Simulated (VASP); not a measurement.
Here is the system:

```
CdS
1.0
    2.07000    -3.58534     0.00000
    2.07000     3.58534     0.00000
    0.00000     0.00000     6.72000
Cd S
2 2
Direct
  0.66667   0.33333   0.50000
  0.33333   0.66667   0.00000
  0.66667   0.33333   0.87700
  0.33333   0.66667   0.37700
```

Method: LDA (Ceperley-Alder, Perdew-Zunger), VASP's LDA PAW potentials (set 64) (plane waves; VASP). Settings: 300 eV cut-off, 6×6×4 Γ-centred mesh, Fermi-Dirac smearing of 0.020 eV, potentials Cd S.

Problem. Give the energies of bands 11 to 21 at the high-symmetry points, in eV from the valence-band maximum.

Solution. 
```
band      Γ      M      K      A      L      H
----  -----  -----  -----  -----  -----  -----
11    -7.20  -6.90  -6.72  -7.24  -6.85  -6.70
12    -6.85  -6.76  -6.72  -7.24  -6.85  -6.70
13    -4.47  -4.23  -3.78  -2.54  -4.24  -4.12
14    -0.78  -3.61  -3.78  -2.54  -4.24  -4.12
15    -0.78  -2.71  -3.18  -0.40  -1.38  -2.50
16    -0.04  -1.92  -1.89  -0.40  -1.38  -2.50
17     0.00  -1.33  -1.89  -0.40  -1.35  -1.13
18     0.00  -0.77  -1.69  -0.40  -1.35  -1.13
19     0.95   3.53   4.44   2.63   3.26   4.21
20     2.55   3.66   4.96   2.63   3.26   4.21
21     6.28   4.91   4.96   5.98   5.20   5.90
```

The gap is indirect, 0.95 eV, from the valence maximum at Γ to the conduction minimum at Γ.

The structure is a typed CdS crystal. The cell was not relaxed at this level.
